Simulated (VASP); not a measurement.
Level of theory: LDA (Ceperley-Alder, Perdew-Zunger), VASP's LDA PAW potentials (set 64) (plane waves; VASP).

A VASP calculation is set up with these files.

### INCAR
```
ALGO = Normal
EDIFF = 1E-8
EDIFFG = -0.001
ENCUT = 400
IBRION = 1
ISIF = 2
ISMEAR = 1
LASPH = .True.
LCHARG = .False.
LMAXMIX = 4
LREAL = .False.
LWAVE = .False.
NELM = 100
NSW = 30
PREC = Accurate
SIGMA = 0.1
SYSTEM = Sc
```

### POSCAR
```
Sc
1
    1.6158027560    -2.7986523880     0.0000000000
    1.6158027560     2.7986523880    -0.0000000000
    0.0000000000     0.0000000000     4.9910544479
Sc
2
Direct
  0.3333330000   0.6666670000   0.2500000000
  0.6666670000   0.3333330000   0.7500000000
```

**KPOINTS**
```
kpoints
0
gamma
  12 12 7
```

POTCAR, in this order: Sc_sv (LDA.64 set). Program: vasp_std.

Output of the run:

File OSZICAR:
```
       N       E                     dE             d eps       ncg     rms          rms(c)
DAV:   1     0.347852416415E+03    0.34785E+03   -0.98378E+03  2320   0.134E+03
DAV:   2     0.505682554672E+01   -0.34280E+03   -0.33769E+03  3287   0.693E+02
DAV:   3    -0.143811686406E+02   -0.19438E+02   -0.18857E+02  3843   0.193E+02
DAV:   4    -0.147393732586E+02   -0.35820E+00   -0.35438E+00  3510   0.201E+01
DAV:   5    -0.147444457397E+02   -0.50725E-02   -0.50694E-02  3833   0.279E+00    0.830E+00
DAV:   6    -0.136236598884E+02    0.11208E+01   -0.25172E+00  2875   0.220E+01    0.251E+00
DAV:   7    -0.134617734723E+02    0.16189E+00   -0.61312E-01  3050   0.975E+00    0.746E-01
DAV:   8    -0.134479555297E+02    0.13818E-01   -0.23680E-02  3059   0.243E+00    0.204E-01
DAV:   9    -0.134471460264E+02    0.80950E-03   -0.50128E-03  3164   0.879E-01    0.209E-02
DAV:  10    -0.134471649077E+02   -0.18881E-04   -0.87827E-05  3810   0.153E-01    0.539E-03
DAV:  11    -0.134471660587E+02   -0.11510E-05   -0.17572E-06  3721   0.179E-02    0.144E-03
DAV:  12    -0.134471660244E+02    0.34230E-07   -0.25675E-07  3771   0.650E-03    0.868E-04
DAV:  13    -0.134471660050E+02    0.19411E-07   -0.17236E-08  2176   0.138E-03    0.105E-04
DAV:  14    -0.134471660045E+02    0.56616E-09   -0.18199E-09  1791   0.110E-03
   1 F= -.13447166E+02 E0= -.13446523E+02  d E =-.134472E+02
```

### OUTCAR
```
------------------------ aborting loop because EDIFF is reached ----------------------------------------
  FORCE on cell =-STRESS in cart. coord.  units (eV):
  Direction    XX          YY          ZZ          XY          YZ          ZX
  --------------------------------------------------------------------------------------
  Total       -0.0068793     -0.0068793     -0.0185625      0.0000000      0.0000000      0.0000000
  in kB       -0.2441723     -0.2441723     -0.6588507      0.0000000      0.0000000      0.0000000
  external PRESSURE =      -0.3823985 kB  Pullay stress =       0.0000000 kB
  volume of cell :       45.14
      direct lattice vectors                 reciprocal lattice vectors
     1.615802756 -2.798652388  0.000000000     0.309443710 -0.178657415  0.000000000
     1.615802756  2.798652388  0.000000000     0.309443710  0.178657415  0.000000000
     0.000000000  0.000000000  4.991054448     0.000000000  0.000000000  0.200358463
 POSITION                                       TOTAL-FORCE (eV/Angst)
 -----------------------------------------------------------------------------------
      1.61580      0.93289      1.24776         0.000000      0.000000      0.000000
      1.61580     -0.93289      3.74329        -0.000000     -0.000000      0.000000
 -----------------------------------------------------------------------------------
    total drift:                                0.000000      0.000668     -0.000015
  FREE ENERGIE OF THE ION-ELECTRON SYSTEM (eV)
  ---------------------------------------------------
  free  energy   TOTEN  =       -13.4471660045 eV

  energy  without entropy=      -13.4452383555  energy(sigma->0) =      -13.44652345

 reached required accuracy - stopping structural energy minimisation
```
(Selected blocks of OUTCAR.)

**OUTCAR**
```
 val. band max:        3.9849004584   @ k =   0.1667   0.0833   0.2857

 cond. band min:       4.0003925182   @ k =   0.4167   0.0833   0.4286


 Fermi energy:         3.9884686501

 k-point     1 :       0.0000    0.0000    0.0000
  band No.  band energies     occupation
      1     -44.6172      2.00000
      2     -44.5049      2.00000
      3     -23.8843      2.00000
      4     -23.4135      2.00000
      5     -23.4135      2.00000
      6     -23.3189      2.00000
      7     -23.3189      2.00000
      8     -23.2704      2.00000
      9      -1.2398      2.00000
     10       2.2260      2.00000
     11       4.9845     -0.00000
     12       5.6080     -0.00000
     13       5.6080     -0.00000
     14       5.9673     -0.00000
     15       6.1274      0.00000

 k-point     2 :       0.0833    0.0000    0.0000
  band No.  band energies     occupation
      1     -44.6126      2.00000
      2     -44.5035      2.00000
      3     -23.8717      2.00000
      4     -23.4370      2.00000
      5     -23.4218      2.00000
      6     -23.3438      2.00000
      7     -23.3217      2.00000
      8     -23.2766      2.00000
      9      -1.0763      2.00000
     10       2.3598      2.00000
     11       4.7904     -0.00000
     12       5.3260     -0.00000
     13       5.7305     -0.00000
     14       6.0205      0.00000
     15       6.1735      0.00000

 k-point     3 :       0.1667   -0.0000    0.0000
  band No.  band energies     occupation
      1     -44.5989      2.00000
      2     -44.4997      2.00000
      3     -23.8355      2.00000
      4     -23.5019      2.00000
      5     -23.4438      2.00000
      6     -23.4104      2.00000
      7     -23.3298      2.00000
      8     -23.2949      2.00000
      9      -0.6043      2.00000
     10       2.7124      2.00000
     11       4.3554     -0.00000
     12       4.8443     -0.00000
     13       5.7764     -0.00000
     14       6.0386      0.00000
     15       6.0565      0.00000
...
```

The compound is Sc in the hcp structure. It was relaxed first, which changed the volume by -10 %. The start is the result of an earlier pass.
